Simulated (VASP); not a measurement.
Consider the following.

```
CELL_PARAMETERS angstrom
      0.00000     2.16847     2.16847
      2.16847     0.00000     2.16847
      2.16847     2.16847     0.00000
ATOMIC_POSITIONS crystal
  Ca 0.00000 0.00000 0.00000
```

Computed with LDA (Ceperley-Alder, Perdew-Zunger), VASP's LDA PAW potentials (set 64) (plane waves; VASP). Numerical set-up: 500 eV cut-off, 14×14×14 Γ-centred mesh, first-order Methfessel-Paxton smearing of 0.10 eV, potentials Ca_sv.

Energy and stress use the plane-wave basis of the starting cell.

The ions, cell shape and volume at an external pressure of 45.0 GPa are relaxed. Which structure does the run end with?

```
CELL_PARAMETERS angstrom
      0.00000     2.05315     2.05315
      2.05315     0.00000     2.05315
      2.05315     2.05315     0.00000
ATOMIC_POSITIONS crystal
  Ca 0.00000 0.00000 0.00000
```
Space group Fm-3m (225), at a tolerance of 0.03 Å.

How do energy and volume change from the first to the last step?

The energy (σ→0) changes by +711.2 meV/atom and the volume by -15.1 %, in 3 ionic steps.

```
step  E(σ→0) (eV)  max force (eV/Å)  pressure (GPa)  volume (Å³)
----  -----------  ----------------  --------------  -----------
1         -1.0904             0.000           29.94        20.39
2          0.2844             0.000           59.01        15.24
3         -0.3792             0.000           45.12        17.31
```

The compound is Ca in the fcc structure. This run relaxes it under an external pressure of 45 GPa. Symmetry was kept, so distortions that lower it aren't found.
